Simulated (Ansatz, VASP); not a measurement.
## Sn2Te3Pt: VASP beside Ansatz

```
CELL_PARAMETERS angstrom
6.53668 0.00000 0.00000
-3.26834 5.66093 0.00000
0.00000 0.00000 4.80026
ATOMIC_POSITIONS crystal
Sn 0.66667 0.33333 0.00000
Sn 0.33333 0.66667 0.00000
Te 0.00000 0.50000 0.50000
Te 0.50000 0.00000 0.50000
Te 0.50000 0.50000 0.50000
Pt 0.00000 0.00000 0.00000
```

Change from the starting cell: species swapped into the LaAl2Ag3 type (P6/mmm, No. 191).

Alike in both runs: task single point; functional PBE; k mesh 3 × 3 × 4; occupations gaussian, width 0.1 eV; no spin polarisation.

```csv
,VASP,Ansatz
version,VASP 6.6.1,Ansatz 0.2.0
potentials or method,"VASP PAW PBE potentials, release 64 (Sn_d, Te, Pt)","scalar-relativistic, plane waves, PAW"
plane-wave cutoff (eV),520,420
valence electrons in the cell,56,94
```

```tsv
	VASP	Ansatz	Ansatz less VASP
gap on the k mesh at the Fermi level (eV)	none	none	-
pressure (GPa)	3.8	3.9	+0.04
largest component of the traceless stress (GPa)	1.77	1.74	-0.034
```

A gap of «none» marks a metal or a gap that the smearing closes. The two sets of potentials don't hold the same shells in valence.

Caveats: the k mesh is coarse (spacing up to 0.37 Å⁻¹), so the values aren't converged. Spin-orbit coupling is left out, which matters for the levels of Pt, Te.
